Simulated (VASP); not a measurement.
PmTe:

```xyz
2
Lattice="4.1812 0.0000 0.0000 -2.0906 3.6211 0.0000 0.0000 0.0000 4.0807" Properties=species:S:1:pos:R:3 pbc="T T T"
Pm    0.0000    0.0000    0.0000
Te    2.0906    1.2070    2.0403
```

The cell comes from a database or a generator and needn't be the stable form of this composition.

Base run:

| Quantity | Value |
| --- | --- |
| Program | VASP 6.6.1 |
| Functional | LDA |
| Potentials or basis | VASP PAW PBE potentials, release 64 (Pm, Te) |
| Cutoff | 520 eV |
| k mesh | 5 × 5 × 5 |
| Occupations | gaussian, width 0.05 eV |
| Spin | collinear spin, zero start |
| Starting moments | [0.0, 0.0] μB |
| Hubbard terms | Pm f U = 6 eV |

Its results: band gap on the k mesh none (metal or under the smearing width); pressure 3.9 GPa; net moment 1.09 μB per cell; site moments Pm +1.04; Te -0.01 μB.

Task: The run is repeated on the same cell with these changes: functional from LDA to PBE; hubbard terms from Pm f U = 6 eV to Pm f U = 3 eV. What comes out?

Result: Band gap on the k mesh none (metal or under the smearing width); pressure 5.3 GPa; net moment 1.74 μB per cell; site moments Pm +1.53; Te -0.01 μB.

Several settings changed at once, so the effect can't be laid on one alone.

Caveats: the magnetic or orbital state may not be the lowest; spin-orbit coupling is left out, which moves the levels of the heavy elements; the U is typed as a test and isn't derived for this compound; the PAW data sets were made with another functional, which shifts forces and pressure a little (some runs).

Not every run made on this cell is shown here.
